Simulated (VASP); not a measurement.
## Ti$_{3}$Al (space group P6_3/mmc): computed properties

Calculation: PBEsol GGA, VASP's PBE PAW potentials (set 64) (plane waves; VASP 6.6.1).

```json
{
 "space_group": "P6_3/mmc (194)",
 "cell": "a = b = 5.6770 Å, c = 4.6031 Å, α = β = 90.00°, γ = 120.00°",
 "volume_per_atom": "16.06 Å³/atom",
 "band gap (over mesh and band path)": "none (metal, semimetal or under 0.01 eV)",
 "density": "4.41 g/cm³"
}
```

```yaml
crystal:
  lattice:
    - [5.67699, 0.00000, 0.00000]
    - [-2.83849, 4.91642, 0.00000]
    - [0.00000, 0.00000, 4.60308]
  atoms:
    - { symbol: Al, position: [0.33333, 0.66667, 0.25000] }
    - { symbol: Al, position: [0.66667, 0.33333, 0.75000] }
    - { symbol: Ti, position: [0.83030, 0.66060, 0.25000] }
    - { symbol: Ti, position: [0.16970, 0.83030, 0.75000] }
    - { symbol: Ti, position: [0.33940, 0.16970, 0.25000] }
    - { symbol: Ti, position: [0.16970, 0.33940, 0.75000] }
    - { symbol: Ti, position: [0.83030, 0.16970, 0.25000] }
    - { symbol: Ti, position: [0.66060, 0.83030, 0.75000] }
```

The structure comes from a measured Ti3Al entry (P6_3/mmc) of the Crystallography Open Database, whose conditions weren't checked. It was relaxed first. Symmetry was kept, so distortions that lower it aren't found.
